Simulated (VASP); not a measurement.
Calculation: revPBE GGA, VASP's PBE PAW potentials (set 64) (plane waves; VASP).

A VASP calculation is set up with these files.

File POSCAR:
```
Re
1.0
  1.3894152259  -2.4065376472   0.0000000000
  1.3894152259   2.4065376472   0.0000000000
  0.0000000000   0.0000000000   4.4965771345
Re
2
Cartesian
  1.3894152259   0.8021808201   1.1241442836
  1.3894152259  -0.8021808201   3.3724328509
```

File KPOINTS:
```
Automatic mesh
0
Gamma
14 14 7
0 0 0
```

INCAR:
```
! general
SYSTEM   =  Re
PREC     =  Accurate
ENCUT    =  520
LREAL    =  .FALSE.
LASPH    =  .TRUE.

! electronic loop
EDIFF    =  1E-6
NELM     =  100
ALGO     =  Normal
LMAXMIX  =  6

! smearing
ISMEAR   =  1
SIGMA    =  0.1

! functional
GGA      =  RE

! ions
IBRION   =  2
NSW      =  60
ISIF     =  3
EDIFFG   =  -0.01

! output
LWAVE    =  .FALSE.
LCHARG   =  .FALSE.
```

POTCAR, in this order: Re (PBE.64 set). Program: vasp_std.

The run wrote:

File OSZICAR:
```
       N       E                     dE             d eps       ncg     rms          rms(c)
DAV:   1     0.288463855937E+02    0.28846E+02   -0.69092E+03  3887   0.158E+03
DAV:   2    -0.193930890763E+02   -0.48239E+02   -0.42357E+02  3424   0.332E+02
DAV:   3    -0.249312436209E+02   -0.55382E+01   -0.45024E+01  3651   0.217E+02
DAV:   4    -0.252535896488E+02   -0.32235E+00   -0.28440E+00  3915   0.240E+01
DAV:   5    -0.252663239615E+02   -0.12734E-01   -0.12201E-01  3723   0.333E+00    0.385E+01
DAV:   6    -0.242486237008E+02    0.10177E+01   -0.10368E+00  3928   0.314E+01    0.155E+01
DAV:   7    -0.238986482621E+02    0.34998E+00   -0.73740E-01  4085   0.256E+01    0.802E-01
DAV:   8    -0.238853252128E+02    0.13323E-01   -0.12661E-02  4155   0.143E+00    0.172E-01
DAV:   9    -0.238848255467E+02    0.49967E-03   -0.41754E-04  4117   0.229E-01    0.381E-02
DAV:  10    -0.238848377863E+02   -0.12240E-04   -0.56770E-05  3579   0.653E-02    0.425E-03
DAV:  11    -0.238848384986E+02   -0.71230E-06   -0.36926E-07  1953   0.210E-02
   1 F= -.23884838E+02 E0= -.23884874E+02  d E =-.238848E+02
       N       E                     dE             d eps       ncg     rms          rms(c)
DAV:   1    -0.238856668629E+02   -0.82908E-03   -0.81825E-02  3225   0.106E+01    0.234E-01
DAV:   2    -0.238849303264E+02    0.73654E-03   -0.10011E-03  3874   0.480E-01    0.930E-02
DAV:   3    -0.238847254881E+02    0.20484E-03   -0.40671E-04  4065   0.336E-01    0.288E-02
DAV:   4    -0.238847259352E+02   -0.44702E-06   -0.10640E-05  3330   0.367E-02    0.940E-03
DAV:   5    -0.238847253287E+02    0.60647E-06   -0.42565E-07  1701   0.145E-02
   2 F= -.23884725E+02 E0= -.23884710E+02  d E =0.113170E-03
       N       E                     dE             d eps       ncg     rms          rms(c)
DAV:   1    -0.238852886043E+02   -0.56267E-03   -0.28107E-02  3189   0.624E+00    0.135E-01
DAV:   2    -0.238850380125E+02    0.25059E-03   -0.34304E-04  3870   0.280E-01    0.541E-02
DAV:   3    -0.238849691268E+02    0.68886E-04   -0.14190E-04  4055   0.197E-01    0.171E-02
DAV:   4    -0.238849693483E+02   -0.22156E-06   -0.30190E-06  2487   0.222E-02
   3 F= -.23884969E+02 E0= -.23884998E+02  d E =-.130850E-03
```

### OUTCAR
```
------------------------ aborting loop because EDIFF is reached ----------------------------------------
  FORCE on cell =-STRESS in cart. coord.  units (eV):
  Direction    XX          YY          ZZ          XY          YZ          ZX
  --------------------------------------------------------------------------------------
  Total       -0.0136697     -0.0136697     -0.0165180      0.0000000      0.0000000      0.0000000
  in kB       -0.7280235     -0.7280234     -0.8797187      0.0000000      0.0000000      0.0000000
  external PRESSURE =      -0.7785885 kB  Pullay stress =       0.0000000 kB
  volume of cell :       30.08
      direct lattice vectors                 reciprocal lattice vectors
     1.390531310 -2.408470761 -0.000000000     0.359574787 -0.207600610 -0.000000000
     1.390531310  2.408470761  0.000000000     0.359574787  0.207600610  0.000000000
     0.000000000 -0.000000000  4.491308388     0.000000000 -0.000000000  0.222652268
 POSITION                                       TOTAL-FORCE (eV/Angst)
 -----------------------------------------------------------------------------------
      1.39053      0.80283      1.12283        -0.000000      0.000000      0.000000
      1.39053     -0.80283      3.36848         0.000000     -0.000000      0.000000
 -----------------------------------------------------------------------------------
    total drift:                                0.000000      0.000010     -0.000016
  FREE ENERGIE OF THE ION-ELECTRON SYSTEM (eV)
  ---------------------------------------------------
  free  energy   TOTEN  =       -23.8849693483 eV

  energy  without entropy=      -23.8850555152  energy(sigma->0) =      -23.88499807

 reached required accuracy - stopping structural energy minimisation
```
(Selected blocks of OUTCAR.)

**CONTCAR**
```
Re
   1.00000000000000
     1.3905313098681524   -2.4084707610567198   -0.0000000000000000
     1.3905313098681524    2.4084707610567198    0.0000000000000000
     0.0000000000000000   -0.0000000000000000    4.4913083877312658
  Re
     2
Direct
     0.3333330000000032    0.6666669999999968    0.2500000000000000
     0.6666669999999968    0.3333330000000032    0.7500000000000000
```

The compound is Re in the hcp structure. This run relaxes it. Symmetry was kept, so distortions that lower it aren't found. The start is the result of an earlier pass.
